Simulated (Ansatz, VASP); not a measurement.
# Fe (Iron-alpha) in two plane-wave programs

One calculation is typed for both programs; each brings its own data sets and cutoff. How far apart do they land?

Calculated with Ansatz 0.2.0; plane waves, with VASP 6.6.1 beside it; single point at PBEsol.

## 1. The structure

Symmetry: Im-3m, No. 229, cubic system. The conventional cell has a = 2.866 Å, b = 2.866 Å, c = 2.866 Å, α = 90.00°, β = 90.00°, γ = 90.00°. Nearest to Fe lie 8 Fe at 2.48 Å.

## 2. Ansatz: single point, PBEsol

Ansatz runs on its default PAW (the set named soft_2) files.

With cell and atoms fixed, the geometry can't cause a difference; cores, projectors, grids and the points listed under the comparison can.

File input.yaml:

```yaml
crystal:
  lattice:
    - [-1.43325, 1.43325, 1.43325]
    - [1.43325, -1.43325, 1.43325]
    - [1.43325, 1.43325, -1.43325]
  atoms:
    - { symbol: Fe, position: [0.0, 0.0, 0.0], spin: 3.0 }
hamiltonian:
  xc: pbesol
  pseudopotentials: { kind: paw }
magnetization:
  spin_polarized: true
kpoints:
  mp_grid: { grid: [11, 11, 11] }
scf:
  occupations: { method: fermi_dirac, width: 0.05 }
  n_extra_bands: 7
output:
  forces: true
  stress: true
  eigenvalues: true
  write_density: true
  write_potential: true
  elf: true
  volumetric_format: npy
```

Launch:

```bash
ansatz run input.yaml --threads 2 --pin off --max-ram 4608MiB --backend cpu --events-out ev --progress --plain --runs-dir out
```

Numbers of over 12 decimals in the logs are rounded to 6 here.

The program printed:

```text
scf.n_extra_bands = 7 over 8 filled bands (N_el = 16.0): the run solves 15 bands
Engine: ansatz 0.2.0, aarch64-unknown-linux-gnu
Pseudopotentials: kind: paw
Pseudopotential: Fe, paw, valence charge 16, recommended cutoff 420 eV (normal), Fe.paw.azcp
Functional definition: PBEsol
  exchange = pbesol_x
  correlation = pbesol_c
Crystal: 1 atoms, lattice volume = 11.777 Å³
Basis set: ecut = 420 eV, 225 PW (Γ), exchange–correlation on 36×36×36 points (8 copies of the dense FFT grid, shifted against one another)
Bands: 15, of which v1, the nominal top of the filled ones, is band 8 counted from 1 (7 counted from 0)
Symmetry: 48 space group operations
Space group: Im-3m (ITA 229), of the structure as read, at distance tolerance 2.3e-5 Å
Magnetic group: BNS 229.140 (UNI 1642), of the structure as read, at distance tolerance 2.3e-5 Å
k-points: 56 of 1331
Non-local potential: Fe, projectors of the file, l = 0: 3, l = 1: 2, l = 2: 3, l = 3: 1
PAW form: soft (Blöchl's): semilocal exchange-correlation on the pseudo side does not see the compensation charge
PAW frozen core: Fe, regenerated for the run's functional, and the local potential with it (the file was generated under x = pbe(κ = 0.804, μ = 0.219515), c = pbe(β = 0.066725))
PAW one-centre angular grid: Fe, 590 points (default); XC on 64 Gauss nodes
Initial density: superposition of atomic densities (chi_scale 0.1, normalization cell)
Starting moments: Σ|m| = 3 μB on 1 of 1 site
Initial wavefunctions: pseudopotential atomic-orbital guess
Functional: x = pbesol(κ = 0.804, μ = 0.123457), c = pbesol(β = 0.046)
SCF iter   1: F=—  HF=-4449.079254 eV  |F-HF|=—  |Δ(HF+E_count)|=         —  Δρ=1.33e-1 (↑1.33e-1 ↓4.94e-2)  dr2=1.86e0  dr2_m=4.47e-1  M=2.188 μB ∫|m|=2.217 μB  β_m=0.30  ethr=3.10e-3  ⟨swp⟩=4.7  Hψ=7834  notcnv=0
Mixer restart at iter 1: flushing history
preconditioner: auto → none  [metal: Δε(μ)=0.002 eV  Ē_g=16.333 eV  σ=0.050 eV  W_gap=0.01  n_scr=0 (ndim 8)  ℏωp=30.6 eV  f_vac=0.000  D(μ)=0.85/eV (n_scr^D=12)]
SCF iter   2: F=—  HF=-4448.236401 eV  |F-HF|=—  |Δ(HF+E_count)|=   8.43e-1  Δρ=2.70e-2 (↑2.25e-2 ↓2.70e-2)  dr2=5.86e-2  dr2_m=3.84e-2  M=2.379 μB ∫|m|=2.437 μB  β_m=0.29  ethr=3.10e-3  ⟨swp⟩=3.2  Hψ=4068  notcnv=0  defer=189
SCF iter   3: F=—  HF=-4448.457700 eV  |F-HF|=—  |Δ(HF+E_count)|=   2.21e-1  Δρ=2.44e-2 (↑2.01e-2 ↓2.44e-2)  dr2=2.21e-3  dr2_m=5.17e-2  M=2.285 μB ∫|m|=2.349 μB  β_m=0.64  ethr=3.66e-4  ⟨swp⟩=3.0  Hψ=3389  notcnv=0  defer=197
SCF iter   4: F=—  HF=-4448.777039 eV  |F-HF|=—  |Δ(HF+E_count)|=   3.19e-1  Δρ=4.10e-3 (↑2.48e-3 ↓4.10e-3)  dr2=4.66e-4  dr2_m=7.84e-4  M=2.245 μB ∫|m|=2.332 μB  β_m=0.64  ethr=1.38e-5  ⟨swp⟩=2.8  Hψ=3483  notcnv=0  defer=197
SCF iter   5: F=—  HF=-4448.794259 eV  |F-HF|=—  |Δ(HF+E_count)|=   1.72e-2  Δρ=7.92e-3 (↑7.92e-3 ↓1.50e-3)  dr2=7.30e-3  dr2_m=1.26e-3  M=2.256 μB ∫|m|=2.350 μB  β_m=0.82  ethr=2.91e-6  ⟨swp⟩=2.4  Hψ=3361  notcnv=0  defer=190  recentre
SCF iter   6: F=—  HF=-4448.801872 eV  |F-HF|=—  |Δ(HF+E_count)|=   7.61e-3  Δρ=6.75e-4 (↑3.56e-4 ↓6.75e-4)  dr2=7.22e-5  dr2_m=3.90e-6  M=2.248 μB ∫|m|=2.348 μB  β_m=0.80  ethr=2.91e-6  ⟨swp⟩=2.0  Hψ=3165  notcnv=0  defer=190
SCF iter   7: F=—  HF=-4448.801857 eV  |F-HF|=—  |Δ(HF+E_count)|=   1.48e-5  Δρ=2.09e-4 (↑1.93e-4 ↓2.09e-4)  dr2=5.46e-8  dr2_m=4.33e-6  M=2.248 μB ∫|m|=2.349 μB  β_m=0.90  ethr=4.51e-7  ⟨swp⟩=1.4  Hψ=2008  notcnv=0  defer=190
SCF iter   8: F=—  HF=-4448.801857 eV  |F-HF|=—  |Δ(HF+E_count)|=   2.30e-8  Δρ=7.85e-5 (↑1.70e-5 ↓7.85e-5)  dr2=4.27e-7  dr2_m=2.19e-7  M=2.248 μB ∫|m|=2.350 μB  β_m=0.95  ethr=3.41e-10  ⟨swp⟩=2.2  Hψ=2620  notcnv=0  defer=190
SCF iter   9: F=—  HF=-4448.801857 eV  |F-HF|=—  |Δ(HF+E_count)|=   1.52e-7  Δρ=2.17e-5 (↑1.48e-5 ↓2.17e-5)  dr2=5.07e-9  dr2_m=3.56e-8  M=2.248 μB ∫|m|=2.350 μB  β_m=0.97  ethr=3.41e-10  ⟨swp⟩=2.2  Hψ=2522  notcnv=0  defer=190
SCF iter  10: F=-4448.801857 eV  HF=-4448.801857 eV  |F-HF|=2.32e-10  |Δ(HF+E_count)|=  1.70e-10  Δρ=3.49e-6 (↑1.62e-6 ↓3.49e-6)  dr2=4.99e-10  dr2_m=6.49e-10  M=2.248 μB ∫|m|=2.350 μB  ethr=3.17e-11  ⟨swp⟩=8.4  Hψ=8755  notcnv=0
SCF 1 converged in 10 iterations: F = -4448.801857 eV  dr2 = 4.99e-10
  greatest PAW one-centre occupation: 1.002 electrons in one spin orbital (limit 2), on the Fe atom at site 0 (counted from 0), in its partial waves of l = 1
SCF converged after 10 iterations
Magnetization: 2.2485 μB (9.1242 up, 6.8758 down)
Absolute magnetization: 2.3497 μB (∫|ρ↑−ρ↓|, with the PAW one-centre terms)
Spin contamination: 0.0347 ħ² per cell (⟨S²⟩ above its minimum at these occupations)
Per-site moments (μB) at R_I (Å): [(2.286848, 1.024016)]
Free energy (F): -4448.801857 eV
Harris-Foulkes:  -4448.801857 eV  (|F-HF|=2.32e-10)
Internal energy: -4448.794111 eV  (E = F + TS)
E sigma→0 (E₀):  -4448.797984 eV
Entropy (-TS):   -0.007747 eV (-7.747 meV/atom)
Fermi energy:    17.538742 eV
--- Per-component energies (eV) ---
  E_band       = -224.451287
  E_kinetic    = 349.502708
  E_local      = -2108.161597  (includes V_loc(G=0)·N_el)
  E_nonlocal   = 220.206351
  E_hartree    = 881.221470
  E_xc         = -116.679049
  E_vxc        = -150.843861  (∫ρ·V_xc dr)
  E_paw        = -1335.043040  (= ΣΔE_a)
  E_vpaw       = -297.599894  (= ΣTr[D̂ρ^β])
  E_aug_tail   = 0.000760  (compensation charges beyond the density's cutoff)
  E_ewald      = -2340.020914
  E_core_change = 0.179202  (= ΣΔE_core)
  E_smearing   = -0.007747  (= −TS)
  E_closure    = -0.000000  (closes the sum)
  Σ components = -4448.801857   (vs F -4448.801857, Δ=0.00e0)
--- Forces (eV/Å), atoms counted from 1 ---
  atom   1  Fe    -0.00000000     0.00000000     0.00000000
  max |Σ_I F_I| component: 7.40e-32 eV/Å
--- Stress (GPa, compression-positive) ---
      -15.023771      -0.000000      -0.000000
       -0.000000     -15.023771       0.000000
       -0.000000       0.000000     -15.023771
  P = ⅓ Tr σ = -15.0238 GPa (-150.238 kbar)
--- Band table (eV; the first three rows and the last of 112) ---
  k-point 0 ↑: bands = [... 4 lower, 9.1689, 15.3161, 15.3161, 15.3161, 16.5237, 16.5237, 41.5196, 41.5196, ... 3 higher]
  k-point 1 ↑: bands = [... 4 lower, 9.5013, 15.2277, 15.3057, 15.4913, 16.4409, 16.5309, 39.6657, 41.0495, ... 3 higher]
  k-point 2 ↑: bands = [... 4 lower, 10.4394, 14.9960, 15.2252, 15.9817, 16.3334, 16.5562, 35.9125, 39.4534, ... 3 higher]
  k-point 55 ↓: bands = [... 4 lower, 14.7696, 14.7980, 19.7422, 19.7422, 19.8718, 26.4756, 27.7733, 27.7733, ... 3 higher]
```

Run time: 1.6 s. Hardware: 2 threads of Arm Neoverse V1, shared host; peak memory 0.28 GiB; 2.9 s of CPU time.

The run ends at a pressure of -15.02 GPa.

## 3. VASP: single point, PBEsol

The same cell, functional, mesh and smearing now go to VASP, with its own data sets and cutoff.

Lines of VASP's logs that name or quote its potential files are left out, and so is its time.

File INCAR:

```
SYSTEM = Fe
PREC = Accurate
ENCUT = 400
EDIFF = 1E-06
NELM = 100
ISMEAR = -1
SIGMA = 0.05
LREAL = .FALSE.
ALGO = Normal
GGA = PS
NBANDS = 12
ISPIN = 2
MAGMOM = 3
LASPH = .TRUE.
LMAXMIX = 4
LORBIT = 11
LWAVE = .FALSE.
LCHARG = .FALSE.
KPAR = 2
ISIF = 2
```

File POSCAR:

```
Fe
1.0
   -1.4332500000      1.4332500000      1.4332500000
    1.4332500000     -1.4332500000      1.4332500000
    1.4332500000      1.4332500000     -1.4332500000
Fe
1
Direct
    0.0000000000      0.0000000000      0.0000000000
```

File KPOINTS:

```
Automatic mesh
0
Gamma
11 11 11
0 0 0
```

The projector-augmented-wave data sets are Fe (PBE family, release 64).

Launch:

```bash
mpirun -np 2 vasp_std
```

The program printed:

```text
[banner, memory and clock lines left out]
running    2 mpi-ranks, on    1 nodes
 distrk:  each k-point on    1 cores,    2 groups
 distr:  one band on    1 cores,    1 groups

 POSCAR found type information on POSCAR Fe
 POSCAR found :  1 types and       1 ions
|                                                                             |
|               ----> ADVICE to this user running VASP <----                  |
|                                                                             |
|     You enforced a specific xc type in the INCAR file but a different       |
|     [... a line on the potential file left out ...]
|     I HOPE YOU KNOW WHAT YOU ARE DOING!                                     |
|                                                                             |

 LDA part: xc-table for (Slater+PW92), standard interpolation
 POSCAR, INCAR and KPOINTS ok, starting setup
 FFT: planning ... GRIDC
 FFT: planning ... GRID_SOFT
 FFT: planning ... GRID
 WAVECAR not read
 entering main loop
       N       E                     dE             d eps       ncg     rms          rms(c)
DAV:   1     0.147928289077E+02    0.14793E+02   -0.34198E+03  2996   0.662E+02
DAV:   2    -0.943214382950E+01   -0.24225E+02   -0.22182E+02  2804   0.115E+02
DAV:   3    -0.997268494432E+01   -0.54054E+00   -0.53801E+00  3096   0.197E+01
DAV:   4    -0.997465702174E+01   -0.19721E-02   -0.19719E-02  3040   0.104E+00
DAV:   5    -0.997467070462E+01   -0.13683E-04   -0.13684E-04  3076   0.874E-02    0.116E+01
DAV:   6    -0.897331844353E+01    0.10014E+01   -0.12315E+01  3032   0.455E+01    0.618E+00
DAV:   7    -0.889002911908E+01    0.83289E-01   -0.85725E-01  3096   0.115E+01    0.347E+00
DAV:   8    -0.888210225998E+01    0.79269E-02   -0.53710E-03  3144   0.499E-01    0.130E+00
DAV:   9    -0.887436933044E+01    0.77329E-02   -0.51233E-03  3576   0.387E-01    0.289E-01
DAV:  10    -0.887410454451E+01    0.26479E-03   -0.48517E-04  2924   0.208E-01    0.711E-02
DAV:  11    -0.887412323074E+01   -0.18686E-04   -0.41881E-05  3056   0.640E-02    0.323E-02
DAV:  12    -0.887412426637E+01   -0.10356E-05   -0.15676E-06  2652   0.161E-02    0.928E-03
DAV:  13    -0.887412701055E+01   -0.27442E-05   -0.18103E-06  2220   0.120E-02    0.567E-03
DAV:  14    -0.887412614107E+01    0.86948E-06   -0.10703E-07  1444   0.347E-03
   1 F= -.88741261E+01 E0= -.88702906E+01  d E =-.767098E-02  mag=     2.2574
```

OUTCAR, selected parts (step 3):

```text
ion  position               nearest neighbor table
   1  0.000  0.000  0.000-

  LATTYP: Found a body centered cubic cell.
 ALAT       =     2.8665000000

 Subroutine GETGRP returns: Found 48 space group operations
 (whereof 48 operations were pure point group operations)

The static configuration has the point symmetry O_h .

 Found     56 irreducible k-points:

   k-points           NKPTS =     56   k-points in BZ     NKDIM =     56   number of bands    NBANDS=     12

   dimension x,y,z NGX =    16 NGY =   16 NGZ =   16
   dimension x,y,z NGXF=    32 NGYF=   32 NGZF=   32

   ENCUT  =  400.0 eV  29.40 Ry    5.42 a.u.   4.05  4.05  4.05*2*pi/ulx,y,z

   NELECT =       8.0000    total number of electrons

 k-points in reciprocal lattice and weights: Automatic mesh
   0.00000000  0.00000000  0.00000000       0.001
   0.09090909  0.00000000  0.00000000       0.009
   0.18181818  0.00000000  0.00000000       0.009
   0.27272727  0.00000000  0.00000000       0.009
   0.36363636  0.00000000  0.00000000       0.009
   0.45454545  0.00000000  0.00000000       0.009
   0.09090909  0.09090909  0.00000000       0.018
   0.18181818  0.09090909  0.00000000       0.036
   0.27272727  0.09090909  0.00000000       0.036
[...]
-0.45454545 -0.45454545  0.36363636       0.006
  -0.45454545  0.45454545  0.45454545       0.005

 average (electrostatic) potential at core
       1 -43.4971

 E-fermi :   5.2635

 spin component 1
 k-point     1 :       0.0000    0.0000    0.0000
  band No.  band energies     occupation
    ...
      2       3.0505      1.00000
      3       3.0505      1.00000
      4       3.0505      1.00000
      5       4.2485      1.00000
      6       4.2485      1.00000
      7      29.8800      0.00000
      8      29.8800      0.00000
      9      29.8800      0.00000
     10      34.7555      0.00000
     11      34.7555      0.00000
    ...

 k-point     2 :       0.0909    0.0000    0.0000
  band No.  band energies     occupation
    ...
      2       2.9629      1.00000
      3       3.0406      1.00000
      4       3.2241      1.00000
      5       4.1672      1.00000
      6       4.2558      1.00000
      7      27.8050      0.00000
      8      29.3182      0.00000
      9      29.6157      0.00000
     10      33.6892      0.00000
     11      33.7904      0.00000
    ...

 k-point     3 :       0.1818    0.0000    0.0000
  band No.  band energies     occupation
    ...
      2       2.7340      1.00000
      3       2.9651      1.00000
      4       3.7110      1.00000
      5       4.0610      1.00000
      6       4.2810      1.00000
      7      23.8412      0.00000
      8      27.5751      0.00000
      9      29.0999      0.00000
     10      30.6935      0.00000
     11      32.5969      0.00000
    ...

 k-point     4 :       0.2727    0.0000    0.0000
  band No.  band energies     occupation
    ...
      2       2.4445      1.00000
      3       2.9601      1.00000
      4       4.1123      1.00000
      5       4.3266      1.00000
      6       4.4001      1.00000
      7      19.6032      0.00000
      8      25.6432      0.00000
      9      28.0942      0.00000
     10      28.6450      0.00000
     11      31.9325      0.00000
    ...

 k-point     5 :       0.3636    0.0000    0.0000
  band No.  band energies     occupation
    ...
      2       2.1880      1.00000
      3       3.7391      1.00000
      4       4.3004      1.00000
      5       4.3819      1.00000
      6       5.0980      0.96476
      7      15.6835      0.00000
      8      24.1681      0.00000
      9      26.1096      0.00000
     10      28.3423      0.00000
     11      31.7604      0.00000
    ...

 k-point     6 :       0.4545    0.0000    0.0000
  band No.  band energies     occupation
      1       0.5318      1.00000
      2       2.0397      1.00000
      3       4.2731      1.00000
      4       4.4209      1.00000
      5       5.4214      0.04075
      6       5.5505      0.00321
      7      12.7869      0.00000
      8      23.3823      0.00000
      9      25.0104      0.00000
    ...

  Total       -1.1351757     -1.1351757     -1.1351757     -0.0000000     -0.0000000     -0.0000000
  in kB     -154.4357463   -154.4357463   -154.4357463     -0.0000000     -0.0000000     -0.0000000
  external PRESSURE =    -154.4357463 kB  Pullay stress =       0.0000000 kB

  energy-cutoff  :      400.00
  volume of cell :       11.78
      direct lattice vectors                 reciprocal lattice vectors
    -1.433250000  1.433250000  1.433250000     0.000000000  0.348857492  0.348857492
     1.433250000 -1.433250000  1.433250000     0.348857492  0.000000000  0.348857492
     1.433250000  1.433250000 -1.433250000     0.348857492  0.348857492  0.000000000

 POSITION                                       TOTAL-FORCE (eV/Angst)
 -----------------------------------------------------------------------------------
      0.00000      0.00000      0.00000         0.000000     -0.000000      0.000000
 -----------------------------------------------------------------------------------
    total drift:                                0.000000      0.000000     -0.000000

  FREE ENERGIE OF THE ION-ELECTRON SYSTEM (eV)
  ---------------------------------------------------
  free  energy   TOTEN  =        -8.8741261411 eV

  energy  without entropy=       -8.8664551584  energy(sigma->0) =       -8.87029065

 total charge
# of ion       s       p       d       tot
------------------------------------------
    1        0.476   0.511   6.213   7.199

 magnetization (x)
# of ion       s       p       d       tot
------------------------------------------
    1       -0.013  -0.048   2.313   2.252

[... 6 further parts left out ...]
```

At this level the cell is under a tension of 15.4 GPa, so at these settings it is away from equilibrium.

## 4. Comparison

Known differences besides the potentials themselves: the data sets hold 16 valence electrons in Ansatz (default PAW (the set named soft_2) files) and 8 in VASP; the cutoff is 420 eV in Ansatz and 400 eV in VASP; Ansatz makes its cores anew for this functional, VASP keeps those of its PBE data sets; site moments are counted in spheres of each program's own size. Total energies have different zeros and are not compared.

The two programs side by side:

| quantity | Ansatz | VASP | difference |
| --- | --- | --- | --- |
| pressure (GPa) | -15.02 | -15.44 | +0.42 |
| pressure without Ansatz's Pulay correction (GPa) | -15.12 | -15.44 | +0.33 |
| total moment (μB) | 2.25 | 2.26 | -0.01 |
| moment on Fe1 (μB) | 2.29 | 2.25 | +0.04 |

Ansatz's pressure holds a Pulay correction of 0.09 GPa; VASP's holds none.

## 5. Outcome

```
difference in total moment (single point, PBEsol) : -0.0089 μB
```

What this shows: The difference in total moment is -0.0089 μB (single point, PBEsol). How closely two codes agree says nothing of how well the functional describes the real material.

[Lines on the potential files, build, host, timing and source positions are cut from VASP's logs without a mark.]

[Logs are printed without paths, hosts, clocks, repeated set-up lines and the standing remarks that a program may print on its own settings, such as how far it seeks lower states.]

[Hosts, paths, dates, database ids (printed as entryN), source tags and the programs' standing remarks are cut or masked in the printed files.]
